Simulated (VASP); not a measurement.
Nb2Br, 3 atoms in the cell. It takes space group P4/mmm (No. 123, tetragonal). The conventional cell has a = 4.475 Å, b = 4.475 Å, c = 2.991 Å, α = 90.00°, β = 90.00°, γ = 90.00°. Nb (site symmetry mmm) has 4 Br at 2.69 Å and 2 Nb at 2.99 Å as nearest neighbours. Br (site symmetry 4/mmm) has 8 Nb at 2.69 Å and 2 Br at 2.99 Å as nearest neighbours. The cell was built by a generator and needn't be a form met in nature.

```yaml
Program: VASP 6.6.1
Task: single point
Functional: PBE
Potentials_or_basis: VASP PAW PBE potentials, release 64 (Nb_sv, Br)
Cutoff: 520 eV
k_mesh: 10 × 10 × 16
Occupations: gaussian, width 0.1 eV
Spin: no spin polarisation
Dipole_correction: no
Further_INCAR_settings: ALGO = Fast; EDIFF = 1e-06; NBANDS = 24
```

Potentials or basis: VASP PAW PBE potentials, release 64 (Nb_sv, Br).

Launch:

```bash
$ cat potpaw_PBE.64/Nb_sv/POTCAR potpaw_PBE.64/Br/POTCAR > POTCAR
$ mpirun -np 1 vasp_std > vasp.out
```

Hardware: 1 thread of Intel(R) Xeon(R) Platinum 8488C (Sapphire Rapids) (shared host).

Q: How long does it take, and how much memory?

A: Run time: 3.7 min on 1 thread of Intel(R) Xeon(R) Platinum 8488C (Sapphire Rapids), with other jobs on the host, peak memory 0.36 GiB. Counts: scf iterations 23, k points 189.
